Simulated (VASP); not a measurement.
Input:

```xyz
4
Lattice="5.2624 2.6227 2.6227 2.6227 5.2624 2.6227 2.6227 2.6227 5.2624" Properties=species:S:1:pos:R:3 pbc="T T T"
Mn     0.0000     0.0000     0.0000
Mn     5.2540     5.2540     5.2540
S      2.6270     2.6270     2.6270
S      7.8810     7.8810     7.8810
```
Starting moments (μB, in the order of the record's atoms Mn Mn S S): 4.2 -4.2 0.0 0.0.

Calculation: vdW-DF2, VASP's PBE PAW potentials (set 64) (plane waves; VASP). Numerical set-up: 520 eV cut-off, Gaussian smearing of 0.050 eV, potentials Mn_pv S.

Task: Predict the cell moment, band gap (along the path) with the smallest direct gap where there is one.

Result: 
```yaml
band gap (along the path): 0.79 eV
smallest direct gap (along the path): 1.06 eV
cell_moment: 0.00 μB
```

The compound is MnS in the rock salt, AFM-II order structure. It was relaxed first.
